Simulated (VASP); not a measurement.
Given:

```
CdSe
1.0
    2.17459    -3.76650     0.00000
    2.17459     3.76650     0.00000
    0.00000     0.00000     7.08440
Cd Se
2 2
Direct
  0.66667   0.33333   0.50002
  0.33333   0.66667   0.00002
  0.66667   0.33333   0.87598
  0.33333   0.66667   0.37598
```

Calculation: r2SCAN meta-GGA, VASP's PBE PAW potentials (set 64) (plane waves; VASP). Run with 520 eV cut-off, 7×7×4 Γ-centred mesh, tetrahedra with Blöchl corrections, potentials Cd Se.

Task: Give the energies of bands 13 to 21 at the high-symmetry points, in eV from the valence-band maximum.

Result: 
| band | Γ | M | K | A | L | H |
|---|---|---|---|---|---|---|
| 13 | -4.24 | -4.07 | -3.65 | -2.55 | -4.07 | -3.96 |
| 14 | -0.73 | -3.51 | -3.65 | -2.55 | -4.07 | -3.96 |
| 15 | -0.73 | -2.56 | -2.95 | -0.38 | -1.30 | -2.35 |
| 16 | -0.04 | -1.79 | -1.80 | -0.38 | -1.30 | -2.35 |
| 17 | 0.00 | -1.27 | -1.80 | -0.38 | -1.29 | -1.07 |
| 18 | 0.00 | -0.72 | -1.61 | -0.38 | -1.29 | -1.07 |
| 19 | 1.08 | 3.62 | 4.57 | 2.77 | 3.33 | 4.19 |
| 20 | 2.63 | 3.70 | 5.15 | 2.77 | 3.33 | 4.19 |
| 21 | 6.37 | 5.10 | 5.15 | 6.26 | 5.27 | 6.13 |

The gap is direct, 1.08 eV, from the valence maximum at Γ to the conduction minimum at Γ.

Measured: gap 1.73 eV (computed value off by -0.65 eV), as given by Abedi et al., (2022), arXiv:2211.14644.

The compound is CdSe in the wurtzite structure. It was relaxed first.
